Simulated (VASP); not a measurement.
## A VASP study of Titanium (SCAN): structure first, properties next

Aim: relax Titanium with SCAN, compute its properties on that cell and hold them against experiment. The steps: full relaxation (SCAN), second relaxation, single point with fields (SCAN), bands along the symmetry lines (SCAN), density of states (SCAN) and elastic constants (SCAN). The start is a cell from a database of measured crystal structures.

Main program and level: VASP 6.6.1; SCAN; plane waves and PAW (Ti_sv).

Experimental background.

“Impact of oxygen ordering on titanium lattice parameters” (2024, arxiv:2402.07147) reports for Ti, hcp alpha, by XRD, Rietveld refinement (recrystallized polycrystalline plate, 600 wppm oxygen, 298 K): lattice constant a (a of hcp cell) 2.9536 ± 0.0001 Å [textured sample, prismatic peak absent, so a is less precise than c]; lattice constant c (c of hcp cell) 4.685 ± 0.0001 Å.

Report form: the programs' logs are mostly left out.

## 1. The structure

Before any relaxation, the start is as follows. It takes space group P6_3/mmc (No. 194, hexagonal). Conventional cell: a = 2.950 Å, b = 2.950 Å, c = 4.680 Å, α = 90.00°, β = 90.00°, γ = 120.00°. Ti has 12 Ti at 2.89 to 2.95 Å nearest.

## 2. Full relaxation (SCAN)

Properties are meant for the cell that this level of theory prefers, so cell and atoms are relaxed first (ISIF = 3) until forces and stress are small; EDIFFG sets the threshold. SCAN adds the kinetic-energy density; it is numerically more delicate than r2SCAN.

Contents of INCAR:

```
SYSTEM = Ti
PREC = Accurate
ENCUT = 400
EDIFF = 1E-06
NELM = 100
ISMEAR = 1
SIGMA = 0.2
LREAL = .FALSE.
ALGO = Normal
METAGGA = SCAN
LASPH = .TRUE.
NBANDS = 18
LORBIT = 11
LWAVE = .FALSE.
LCHARG = .FALSE.
KPAR = 2
IBRION = 2
NSW = 60
ISIF = 3
EDIFFG = -0.01
```

Contents of POSCAR:

```
Ti
1.0
    2.9500000000      0.0000000000      0.0000000000
   -1.4750000000      2.5547749412      0.0000000000
    0.0000000000      0.0000000000      4.6800000000
Ti
2
Direct
    0.3333333333      0.6666666667      0.2500000000
    0.6666666667      0.3333333333      0.7500000000
```

Contents of KPOINTS:

```
Automatic mesh
0
Gamma
9 9 5
0 0 0
```

PAW data sets: Ti_sv (PBE family, release 64).

Run with:

```bash
mpirun -np 2 vasp_std
```

Elapsed: 1.8 min, on 2 MPI ranks of AMD EPYC 9R45, shared host; peak memory 0.24 GiB.

The k-mesh is coarse for a metal. The PAW data sets were made with PBE, which is usual practice but a small mismatch for other functionals. The run keeps the 24 symmetry operations of its start, so it cannot find a distortion of lower symmetry.

Relaxation path:

```
step  energy less that of the first step (eV)  largest force (eV/Å)  pressure (GPa)  volume (Å³)
   1                                   0.0000                0.0000           -2.94        35.27
   2                                  -0.0132                0.0000            2.39        33.64
   3                                  -0.0152                0.0000            1.01        34.03
   4                                  -0.0144                0.0000           -0.02        34.33
   5                                  -0.0145                0.0000            0.04        34.31
   6                                  -0.0148                0.0000            0.01        34.30
   7                                  -0.0149                0.0000            0.00        34.29
   8                                  -0.0149                0.0000           -0.01        34.29
```

```
conventional cell, symmetrised  before  after  change
                         a (Å)   2.950  2.930  -0.7 %
                         b (Å)   2.950  2.930  -0.7 %
                         c (Å)   4.680  4.612  -1.5 %
              volume (Å³/atom)   17.64  17.14  -2.8 %
```

Final coordinates:

```xyz
2
Lattice="2.9301 0.0000 0.0000 -1.4650 2.5375 0.0000 0.0000 0.0000 4.6117" Properties=species:S:1:pos:R:3 pbc="T T T"
Ti    0.0000    1.6917    1.1529
Ti    1.4650    0.8458    3.4588
```

This step gave:

* electrons: 24
* bands: 18
* irreducible k-points: 36
* symmetry operations: 24
* free energy (TOTEN): -32.06 eV
* energy at zero smearing: -32.06 eV
* Fermi energy: 8.538 eV
* pressure: -0.009436 GPa
* metallic: yes
* SCF cycles over all ionic steps: 91

It ends with forces that vanish by symmetry and a pressure of -0.01 GPa. The volume lies -2.8 % from that of the database's start, which holds the thermal and zero-point expansion of its experiment.

## 3. Second relaxation

The basis stayed that of the start cell while the cell moved. A rerun from the cell reached resets it; the error of the finite cutoff stays.

INCAR is that of step 2.

Contents of POSCAR:

```
Ti
1.0
    2.9300741315      0.0000000000      0.0000000000
   -1.4650370657      2.5375186329      0.0000000000
    0.0000000000      0.0000000000      4.6116757252
Ti
2
Direct
    0.3333333333      0.6666666667      0.2500000000
    0.6666666667      0.3333333333      0.7500000000
```

KPOINTS is that of step 2.

Run with:

```bash
mpirun -np 2 vasp_std
```

Run time: 62 s. Hardware: 2 MPI ranks; peak memory 0.23 GiB.

Little changed from the start: no atom moved by 0.005 Å and no cell edge by 0.1 %.

Numbers from this step:

```yaml
fermi_energy: 8.556 eV
pressure: -0.03607 GPa
scf_cycles_over_all_ionic_steps: 51
```

It ends with forces that vanish by symmetry and a pressure of -0.04 GPa. The volume moved by only 0.14 %, so the volume is settled.

## 4. Single point with fields (SCAN)

The relaxed cell gets a fresh self-consistent run, on a basis set for its own volume, to fix the density and to check the remaining stress.

INCAR, as its differences from that of step 3:

```diff
@@ -14,7 +14,5 @@
 LWAVE = .FALSE.
-LCHARG = .FALSE.
-KPAR = 2
-IBRION = 2
-NSW = 60
-ISIF = 3
-EDIFFG = -0.01
+LCHARG = .TRUE.
+ISIF = 2
+LELF = .TRUE.
+LVHAR = .TRUE.
```

Contents of POSCAR:

```
Ti
1.0
    2.9272640002      0.0000000000      0.0000000000
   -1.4636320000      2.5350849878      0.0000000000
    0.0000000000      0.0000000000      4.6141296527
Ti
2
Direct
    0.3333333333      0.6666666667      0.2500000000
    0.6666666667      0.3333333333      0.7500000000
```

KPOINTS is that of step 3.

Run with:

```bash
mpirun -np 2 vasp_std
```

It took 18 s on 2 MPI ranks; peak memory 0.2 GiB.

Numbers from this step:

- SCF cycles: 16
- pressure: -0.005219 GPa

Valence electrons inside each PAW sphere by angular momentum. Sphere charges, by row:

```
atom  s (e)  p (e)  d (e)  tot (e)
 Ti1   2.25  6.138  1.846    10.23
 Ti2   2.25  6.138  1.846    10.23
```

Valence density in the ac plane at fractional y = 0.333, with atoms of Ti within 0.2 Å of it. It is the smooth field of the valence electrons, not physical close to the nuclei.

Ten steps, logarithmic in the rise over the least value, from '_' (0 e/Å³) to '@' (15 e/Å³):
```
________________....::....____
______________..--======--..__
____________..--++******++--..
..________..--++##%%%%%%##++--
..________..--**%%@@@@@@%%**--
..________..==**%%@@@@@@%%**==
..________..--**%%@@@@@@%%**--
..________..--++##%%%%%%##++--
____________..--++******++--..
______________..--======--..__
________________....::....____
______________________________
______________________________
______________________________
__......______________________
....::::....__________________
..::::::::....______________..
..::----::....______________..
..::::::::....______________..
....::::....__________________
__......______________________
______________________________
______________________________
______________________________
```
Columns run along a (2.9 Å), rows up along c (4.6 Å). Atoms in or near the plane, at fractional coordinates: Ti at (0.67, 0.75).

Electrostatic potential energy in the ac plane at fractional y = 0.333, with atoms of Ti within 0.2 Å of it. With pseudopotentials it is smooth inside the atoms' cores, unlike the true potential.

Ten even steps from '0' (-60 eV) to '9' (2 eV):
```
999999998878899
999999976545679
999999753212357
899998631000136
899998520000025
799997420000024
899998520000025
899998631000136
999999753212357
999999976545679
999999998878899
999999999999999
999999999999999
999999999999999
988889999999999
877778999999999
876678999999999
766667999999999
876678999999999
877778999999999
988889999999999
999999999999999
999999999999999
999999999999999
```
Columns run along a (2.9 Å; values clipped at the 3rd and 97th percentile), rows up along c (4.6 Å). Atoms in or near the plane, at fractional coordinates: Ti at (0.67, 0.75).

ELF in the ac plane at fractional y = 0.333, with atoms of Ti within 0.2 Å of it. It is the smooth field of the valence electrons, not physical close to the nuclei.

Ten even steps from '0' (0.11) to '9' (0.98):
```
134431000010000
024420001222100
013310012454210
002200025888520
001100148999841
001100258999852
001100148999841
002200025888520
013310012454210
024420001222100
134431000010000
233332111111111
111111233333332
000000135565531
000000125676520
000000025777520
001100014676410
001100014676410
001100014676410
000000025777520
000000125676520
000000135565531
111111233333332
233332111111111
```
Columns run along a (2.9 Å), rows up along c (4.6 Å). Atoms in or near the plane, at fractional coordinates: Ti at (0.67, 0.75).

In this run the pressure is -0.01 GPa, small enough to go on.

## 5. Bands along the symmetry lines (SCAN)

The mesh alone shows little of the dispersion and can miss band extrema, so KPOINTS_OPT adds a path through the symmetry points after the self-consistent cycle.

Contents of INCAR:

```
SYSTEM = Ti
PREC = Accurate
ENCUT = 400
EDIFF = 1E-06
NELM = 100
ISMEAR = 1
SIGMA = 0.2
LREAL = .FALSE.
ALGO = Normal
METAGGA = SCAN
LASPH = .TRUE.
NBANDS = 24
LORBIT = 11
LWAVE = .FALSE.
LCHARG = .FALSE.
KPAR = 2
```

POSCAR is that of step 4.

KPOINTS is that of step 4.

Contents of KPOINTS_OPT:

```
Line mode
16
Line-mode
Reciprocal
  0.00000000   0.00000000   0.00000000 GAMMA
  0.50000000   0.00000000   0.00000000 M

  0.50000000   0.00000000   0.00000000 M
  0.33333333   0.33333333   0.00000000 K

  0.33333333   0.33333333   0.00000000 K
  0.00000000   0.00000000   0.00000000 GAMMA

  0.00000000   0.00000000   0.00000000 GAMMA
  0.00000000   0.00000000   0.50000000 A

  0.00000000   0.00000000   0.50000000 A
  0.50000000   0.00000000   0.50000000 L

  0.50000000   0.00000000   0.50000000 L
  0.33333333   0.33333333   0.50000000 H

  0.33333333   0.33333333   0.50000000 H
  0.00000000   0.00000000   0.50000000 A

  0.50000000   0.00000000   0.50000000 L
  0.50000000   0.00000000   0.00000000 M

  0.33333333   0.33333333   0.00000000 K
  0.33333333   0.33333333   0.50000000 H
```

Run with:

```bash
mpirun -np 2 vasp_std
```

The job ended after 55 s (2 MPI ranks; peak memory 0.25 GiB; 1.8 min of CPU time).

Numbers from this step:

```yaml
bands: 24
pressure: -0.003883 GPa
```

The electronic bands at the labelled points (eV, zero at the Fermi level; # counts the bands kept):

```
          point     #1     #2     #3     #4     #5     #6    #7    #8
              Γ  -6.56  -2.90   0.69   0.86   0.87   0.96  1.40  1.40
0.53 of the way  -4.71  -1.89  -1.12  -0.55   0.80   1.03  1.12  2.21
              M  -2.53  -2.33  -1.95  -0.83   0.56   0.72  1.27  3.59
0.53 of the way  -2.11  -1.89  -1.85  -1.14   0.34   0.56  1.42  3.32
              K  -1.78  -1.58  -1.58  -1.45   0.29   0.29  1.66  3.27
0.47 of the way  -4.15  -1.57  -1.30  -0.95   0.55   0.84  1.24  2.10
              Γ  -6.56  -2.90   0.69   0.86   0.87   0.96  1.40  1.40
0.47 of the way  -6.09  -3.20   0.12   0.69   0.71   0.71  1.16  1.16
              A  -4.62  -4.62   0.06   0.06   0.76   0.76  0.76  0.76
0.53 of the way  -3.27  -3.27  -0.63  -0.63   0.44   0.44  1.61  1.61
              L  -2.70  -2.70  -0.89  -0.89   1.27   1.27  1.90  1.90
0.47 of the way  -2.30  -2.30  -0.70  -0.70   0.20   0.20  2.03  2.03
              H  -1.36  -1.36  -1.12  -1.12  -0.34  -0.34  1.86  1.86
0.53 of the way  -3.19  -3.19  -0.60  -0.60   0.25   0.25  1.59  1.59
              A  -4.62  -4.62   0.06   0.06   0.76   0.76  0.76  0.76
      jump to L  -2.70  -2.70  -0.89  -0.89   1.27   1.27  1.90  1.90
0.53 of the way  -2.82  -2.31  -1.24  -1.17   0.88   1.02  1.32  3.23
              M  -2.53  -2.33  -1.95  -0.83   0.56   0.72  1.27  3.59
      jump to K  -1.78  -1.58  -1.58  -1.45   0.29   0.29  1.66  3.27
0.47 of the way  -1.63  -1.42  -1.42  -1.39   0.05   0.05  1.61  2.89
              H  -1.36  -1.36  -1.12  -1.12  -0.34  -0.34  1.86  1.86
```

There is no gap at this level.

Of the bands kept, 4 cross the Fermi level on this path.

## 6. Density of states (SCAN)

A density of states needs more k-points than a total energy; ISMEAR = -5 takes tetrahedra, and LORBIT projects the states on the PAW spheres. The mesh is finer than in the run before.

INCAR, as its differences from that of step 5:

```diff
@@ -5,3 +5,3 @@
 NELM = 100
-ISMEAR = 1
+ISMEAR = -5
 SIGMA = 0.2
@@ -16 +16,2 @@
 KPAR = 2
+NEDOS = 2001
```

POSCAR is that of step 5.

Contents of KPOINTS:

```
Automatic mesh
0
Gamma
13 13 7
0 0 0
```

Run with:

```bash
mpirun -np 2 vasp_std
```

Run time: 48 s. Hardware: 2 MPI ranks; peak memory 0.27 GiB; 94 s of CPU time.

With tetrahedra the forces and stress of a metal are not exact derivatives of the energy.

Numbers from this step:

| Quantity | Value |
| --- | --- |
| SCF cycles | 18 |
| irreducible k-points | 84 |
| Fermi energy | 8.568 eV |
| pressure | 0.1179 GPa |
| DOS at the Fermi level | 1.582 states/eV/cell |

The density of states has structure finer than the step of the table below, so its rows give means over 0.25 eV, whole bins alone (the curve runs from -12.0 to 1.66 eV). Peaks (eV: height): total -1.752: 3.06, -0.898: 4.57, 0.340: 4.71, 0.767: 4.69, 0.895: 5.48, 1.194: 5.79, 1.450: 3.97; Ti d -1.752: 1.68, -0.898: 2.61, 0.340: 3.35, 0.767: 3.39, 0.895: 3.99, 1.194: 4.53, 1.450: 3.22.

States under -12.0 eV and over 1.7 eV are left out. The density of states by energy, zero at the Fermi level; means over each step; values in states/eV/cell:

```
energy (eV)   total     Ti d
      -6.75       0        0
      -6.50  0.0209        0
      -6.25  0.0867        0
      -6.00   0.129   6.2e-5
      -5.75   0.162   9.7e-4
      -5.50   0.196  0.00171
      -5.25   0.228  0.00316
      -5.00   0.288  0.00609
      -4.75   0.316  0.00886
      -4.50   0.336   0.0134
      -4.25   0.362   0.0202
      -4.00   0.447   0.0350
      -3.75   0.524   0.0540
      -3.50   0.622   0.0859
      -3.25   0.787    0.147
      -3.00    1.11    0.287
      -2.75    1.74    0.609
      -2.50    1.80    0.694
      -2.25    2.24     1.01
      -2.00    2.44     1.23
      -1.75    2.71     1.48
      -1.50    1.99     1.13
      -1.25    2.43     1.39
      -1.00    3.74     2.12
      -0.75    3.27     1.91
      -0.50    1.86     1.15
      -0.25    1.39    0.889
       0.00    1.72     1.12
       0.25    3.78     2.64
       0.50    4.11     2.95
       0.75    4.23     3.00
       1.00    4.35     3.22
       1.25    4.40     3.42
       1.50    2.99     2.41
```

The finer mesh and the other smearing move the Fermi level by +0.01 eV from the 9×9×5 run, a small shift, which tests the Fermi level alone.

## 7. Elastic constants (SCAN)

IBRION = 6 with ISIF = 3 strains the cell both ways at fixed fractional positions, and adds the ions' share afterwards from the force constants. Stress converges slowly with the basis, so the cutoff is raised.

Contents of INCAR:

```
SYSTEM = Ti
PREC = Accurate
ENCUT = 500
EDIFF = 1E-07
NELM = 100
ISMEAR = 1
SIGMA = 0.2
LREAL = .FALSE.
ALGO = Normal
METAGGA = SCAN
LASPH = .TRUE.
NBANDS = 18
LORBIT = 11
LWAVE = .FALSE.
LCHARG = .FALSE.
KPAR = 2
IBRION = 6
NFREE = 2
POTIM = 0.015
ISIF = 3
NSW = 1
```

POSCAR is that of step 6.

Contents of KPOINTS:

```
Automatic mesh
0
Gamma
28 28 16
0 0 0
```

Run with:

```bash
mpirun -np 2 vasp_std
```

Run time: 2.7 h. Hardware: 2 MPI ranks.

The run was stopped at its time limit, by a STOPCAR file.

More ranks or a longer limit would be the way on.

## 8. What came out

- relaxed volume: 17.12 Å³/atom
- relaxed conventional cell a, b, c: 2.927, 2.927, 4.614 Å; angles 90.0, 90.0, 120.0°
- space group after relaxing, within 0.02 Å: P6_3/mmc (No. 194)
- band gap: none, a metal
- DOS at the Fermi level: 1.58 states/eV/cell

What this shows: With SCAN, Titanium relaxes to 17.12 Å³/atom in space group P6_3/mmc (held by the symmetry of the run) and comes out as a metal. Against the listed cell the volume lies -2.9 % (a -0.8 %, c -1.4 %). Not obtained: elastic constants (SCAN), because the run hit its time limit. Bands along the symmetry lines (SCAN): Of the bands kept, 4 cross the Fermi level on this path. The k-sampling is coarse for a metal, so the Fermi level, pressures and the shape of the cell carry errors. No search among competing phases was made. All values are for a static lattice at zero temperature.

Computed beside measured:

| quantity | measured | SCAN |
| --- | --- | --- |
| lattice constant a (Å) | 2.9536 | 2.927 (-0.9 %) |
| lattice constant c (Å) | 4.685 | 4.614 (-1.5 %) |

Measured values from arxiv:2402.07147 (2024).

How well it matches: The lattice constant a is off by -0.9 %: fair agreement. The lattice constant c is off by -1.5 %: fair agreement. The grades are ours: good and fair within 0.7 and 1.5 % for the lattice constant a and 0.8 and 2 % for the lattice constant c. Zero-point motion and thermal expansion (measured at up to 298 K) are not in the computed lattice constants.

[Lines on the potential files, build, host, timing and source positions are cut from VASP's logs without a mark.]

[Logs are printed without paths, hosts, clocks, repeated set-up lines and the standing remarks that a program may print on its own settings, such as how far it seeks lower states.]

[Hosts, paths, dates, database ids (printed as entryN), source tags and the programs' standing remarks are cut or masked in the printed files.]

[A measured line is paired with the nearest computed mode of its activity, which favours agreement.]
